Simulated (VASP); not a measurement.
These are PBEsol GGA, VASP's PBE PAW potentials (set 64) (plane waves; VASP) values and carry that method's errors. For the alloy's cell: Numerical set-up: 400 eV cut-off, 15×15×4 Γ-centred mesh, tetrahedra with Blöchl corrections, potentials Rh_pv Pd.

```csv
end member,E (eV/atom),V (Å³/atom),gap (eV)
Pd (fcc),-5.9608,14.51,0.00
Rh (fcc),-8.1373,13.45,0.00
```

An ordered cell with a fraction 0.50 of the second end member relaxes to

PdRh is taken in the trigonal space group R-3m, hexagonal axes (No. 166), Pearson symbol hR4. Lattice parameters: a = 2.703 Å, b = 2.703 Å, c = 26.432 Å, α = 90.00°, β = 90.00°, γ = 120.00°. Rh on 6c has 9 Rh at 2.621–2.703 Å and 3 Pd at 2.712 Å (cuboctahedral). Pd on 6c sees 9 Pd at 2.703–2.755 Å and 3 Rh at 2.712 Å (cuboctahedral). (Neighbours: up to the widest gap in distance over summed covalent radii, below 1.35, at either atom.)
(The calculation used a cell of 4 atoms; values per cell refer to that cell.)

Question: Estimate the mixing energy, the deviation from a linear volume and the gap.

Answer: Its energy is -7.0175 eV/atom, so the mixing energy is 32 meV/atom. The volume of 13.94 Å³/atom lies -0.3 % from the linear mean. The cell is without a gap at this level.
